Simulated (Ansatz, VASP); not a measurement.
# KMg6Ti: VASP beside Ansatz

Contents of INCAR:

```
PREC     = Accurate       # precision mode
ENCUT    = 500            # plane-wave cutoff, eV
EDIFF    = 1E-7           # SCF threshold, eV
ISMEAR   = 0              # smearing method
SIGMA    = 0.1            # smearing width, eV
LREAL    = False          # projectors in reciprocal space
LASPH    = True           # aspherical terms in the spheres
NELM     = 100            # most SCF steps
ALGO     = Normal         # electronic algorithm
ISIF     = 2              # what is computed and relaxed
LWAVE    = False          # write WAVECAR
LCHARG   = True           # write CHGCAR
GGA      = PE             # functional
LELF     = True           # ELF
LVHAR    = True
```

KPOINTS

```
regular mesh
0
Gamma
  5 5 5
```

POSCAR

```
KMg6Ti
1.0
    5.2809240000      0.0000000000      0.0000000000
    0.0000000000      3.3253510000      5.6397100000
    0.0000000000     -3.3253510000      5.6397100000
Ti K Mg
1 1 6
Cartesian
    0.0000000000      0.0000000000     10.3334827211
    2.6404620000      0.0000000000      6.5834252331
    2.6404620000      0.0000000000      0.8642404398
    2.6404620000     -1.7841605481      3.8361251023
    2.6404620000      1.7841605481      3.8361251023
    0.0000000000      0.0000000000      4.5829524196
    0.0000000000     -1.7397338587      7.5406701306
    0.0000000000      1.7397338587      7.5406701306
```

input.yaml

```yaml
crystal:
  lattice:
    - [5.280924, 0.0, 0.0]
    - [0.0, 3.325351, 5.63971]
    - [0.0, -3.325351, 5.63971]
  atoms:
    - { symbol: Ti, position: [0.0, 0.916136, 0.916136] }
    - { symbol: K, position: [0.5, 0.583667, 0.583667] }
    - { symbol: Mg, position: [0.5, 0.076621, 0.076621] }
    - { symbol: Mg, position: [0.5, 0.071833, 0.608366] }
    - { symbol: Mg, position: [0.5, 0.608366, 0.071833] }
    - { symbol: Mg, position: [0.0, 0.406311, 0.406311] }
    - { symbol: Mg, position: [0.0, 0.406947, 0.93012] }
    - { symbol: Mg, position: [0.0, 0.93012, 0.406947] }
hamiltonian:
  xc: pbe
  pseudopotentials: { kind: paw }
kpoints:
  mp_grid: { grid: [5, 5, 5] }
scf:
  occupations: { method: gaussian, width: 0.1 }
output:
  forces: true
  stress: true
  eigenvalues: true
```

The cell comes from a database or a generator and needn't be the stable form of this composition.

Alike in both runs: task single point; functional PBE; k mesh 5 × 5 × 5; occupations gaussian, width 0.1 eV; no spin polarisation.

```csv
,VASP,Ansatz
version,VASP 6.6.1,Ansatz 0.2.0
potentials or method,"VASP PAW PBE potentials, release 64 (Ti, K_pv, Mg)",Ansatz PAW
plane-wave cutoff (eV),500,420
valence electrons in the cell,23,81
```

Ansatz gave:

| Item | Value |
| --- | --- |
| gap on the k mesh at the Fermi level (eV) | none |
| pressure (GPa) | -0.4 |
| largest component of the traceless stress (GPa) | 1.00 |
| rms of the force components (eV/Å) | 0.031 |

Problem. Which values does VASP return?

Solution. gap on the k mesh at the Fermi level (eV): none; pressure (GPa): -0.5; largest component of the traceless stress (GPa): 1.03; rms of the force components (eV/Å): 0.031.

Atom by atom the forces differ by 0.005 eV/Å (rms over components). A gap of «none» marks a metal or a gap that the smearing closes. The two sets of potentials don't hold the same shells in valence.
